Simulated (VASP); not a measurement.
Given:

```xyz
8
Lattice="5.8886 0.0000 0.0000 0.0000 5.8886 0.0000 0.0000 0.0000 5.8886" Properties=species:S:1:pos:R:3 pbc="T T T"
Zn     0.0976     5.7911     5.7911
Zn     2.8468     3.0419     5.7911
Zn     2.8468     5.7911     3.0419
Zn     0.0976     3.0419     3.0419
Te     1.4722     1.4722     1.4722
Te     4.4165     4.4165     1.4722
Te     4.4165     1.4722     4.4165
S      1.4722     4.4165     4.4165
```

All values below come from PBEsol GGA, VASP's PBE PAW potentials (set 64) (plane waves; VASP). Run with 400 eV cut-off, 4×4×4 Γ-centred mesh, tetrahedra with Blöchl corrections, potentials Zn Te S.

The cores are frozen, which limits the accuracy of field gradients.

Q: Give the principal components of the electric field gradient (V/Å²) and the asymmetry η at each nucleus.

A: 
```tsv
atom	Vxx	Vyy	Vzz	η
Zn1	1.8	1.8	-3.6	0.00
Zn2	1.8	1.8	-3.6	0.00
Zn3	1.8	1.8	-3.6	0.00
Zn4	1.8	1.8	-3.6	0.00
Te5	49.0	49.0	-98.0	0.00
Te6	49.0	49.0	-98.0	0.00
Te7	49.0	49.0	-98.0	0.00
S8	0.0	0.0	0.0	-
```

The structure was generated: Zn4STe3 was put into an ordered model structure (P-43m), which need not be its known phase. It was relaxed first.
